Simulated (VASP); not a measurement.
Write the native input for VASP 6.6.1 that does the following.

```
Task                   : single point
Functional             : PBEsol
Potentials or basis    : VASP PAW PBE potentials, release 64 (Cu)
Cutoff                 : 520 eV
k mesh                 : 15 × 15 × 1
Occupations            : methfessel-paxton, width 0.1 eV
Spin                   : no spin polarisation
Dipole correction      : yes
Further INCAR settings : ALGO = Fast; EDIFF = 1e-07
```

The structure of Cu lies in POSCAR:

```
Cu                                      
1.0
    2.5241746300      0.0000000000      0.0000000000
   -1.2620873200      2.1859993600      0.0000000000
    0.0000000000      0.0000000000     27.3658797500
  Cu            
     7
Direct
     0.6666666699999979    0.3333333300000021    0.2744061395758078
     0.3333333300000021    0.6666666699999979    0.3490905627727588
     0.0000000000000000    0.0000000000000000    0.4244861341497891
     0.6666666699999979    0.3333333300000021    0.5000000000000000
     0.3333333300000021    0.6666666699999979    0.5755138658502109
     0.0000000000000000    0.0000000000000000    0.6509094372272411
     0.6666666699999979    0.3333333300000021    0.7255938604241924
```

These files were run (other wordings do the same):

INCAR

```
  PREC = Accurate
  ENCUT = 520
  EDIFF = 1E-7
  ISMEAR = 1
  SIGMA = 0.1
  LREAL = F
  LASPH = T
  NELM = 80
  ALGO = Fast
  ISIF = 2
  LWAVE = F
  LCHARG = F
  LDIPOL = T
  IDIPOL = 3
  DIPOL = 0.5 0.5 0.500
  GGA = PS
  LVHAR = T
  LVACPOTAV = T
  ICORELEVEL = 1
  KPAR = 4
```

KPOINTS

```
Automatic mesh
0
Gamma
  15 15 1
```

Potentials or basis: VASP PAW PBE potentials, release 64 (Cu).

Command:

```bash
$ cat potpaw_PBE.64/Cu/POTCAR > POTCAR
$ mpirun -np 4 vasp_std > vasp.out
```

It gave:

```json
{"Largest force": "0.011 eV/Å", "Band gap on the k mesh": "none (metal or under the smearing width)", "Work function of the upper face": "4.92 eV", "Work function of the lower face": "4.92 eV"}
```

Caveat: the PAW data sets were made with another functional, which shifts forces and pressure a little.

It took 2.3 min on 4 MPI ranks on Intel(R) Xeon(R) Platinum 8259CL CPU @ 2.50GHz (Skylake/Cascade Lake) (shared host), peak memory 0.35 GiB a rank.
